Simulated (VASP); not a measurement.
Given:

```yaml
crystal:
  lattice:
    - [3.92482, 0.00000, 0.00000]
    - [0.00000, 3.92482, 0.00000]
    - [0.00000, 0.00000, 5.65824]
  atoms:
    - { symbol: Zn, position: [0.00000, 0.00000, 0.50000] }
    - { symbol: Cd, position: [0.50000, 0.50000, 0.00000] }
    - { symbol: S, position: [0.50000, 0.00000, 0.27598] }
    - { symbol: S, position: [0.00000, 0.50000, 0.72402] }
```

These are PBEsol GGA, VASP's PBE PAW potentials (set 64) (plane waves; VASP) values and carry that method's errors. Numerical set-up: 400 eV cut-off, Gaussian smearing of 0.050 eV, potentials Zn Cd S.

### Question
Estimate the band gap (along the path) with the smallest direct gap where there is one.

### Answer

The band gap (along the path) is 1.38 eV and the smallest direct gap (along the path) is 1.38 eV.

The absolute energy has meaning only against runs of the same code, potentials and settings.

The structure comes from a computed database's ZnCdS2 entry (P-4m2); how it stands against other phases isn't given here. It was relaxed first.
